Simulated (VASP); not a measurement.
Given:

```
Zr
1.0
    3.16732     0.00000     0.00000
   -1.58366     2.74298     0.00000
    0.00000     0.00000     5.05740
Zr
2
Direct
  0.33333   0.66667   0.25000
  0.66667   0.33333   0.75000
```

Calculation: PBE GGA, VASP's PBE PAW potentials (set 64) (plane waves; VASP 6.6.1). Run with 180 eV cut-off, 16×16×9 Γ-centred mesh, Fermi-Dirac smearing of 0.050 eV, potentials Zr_sv.

At this cut-off the stress carries a Pulay error, which pulls relaxed volumes low. Energy and stress use the plane-wave basis of the starting cell.

Q: The ions, cell shape and volume are relaxed. Give the cell that the relaxation ends in.

A: 
```
Zr
1.0
    3.03053     0.00000     0.00000
   -1.51526     2.62451     0.00000
    0.00000     0.00000     4.88275
Zr
2
Direct
  0.33333   0.66667   0.25000
  0.66667   0.33333   0.75000
```
Space group P6_3/mmc (194), at a tolerance of 0.03 Å.

Q: How do energy and volume change from the first to the last step?

A: The energy (σ→0) changes by -302.4 meV/atom and the volume by -11.6 %, in 9 ionic steps.

The structure comes from a computed database's Zr entry; how it stands against other phases isn't given here. This run relaxes it. Symmetry was kept, so distortions that lower it aren't found. The run is one of a series of settings (EDIFFG = -0.01, ENCUT = 180, IBRION = 2, ISIF = 3, NSW = 50 against the base run), some of them coarse on purpose.
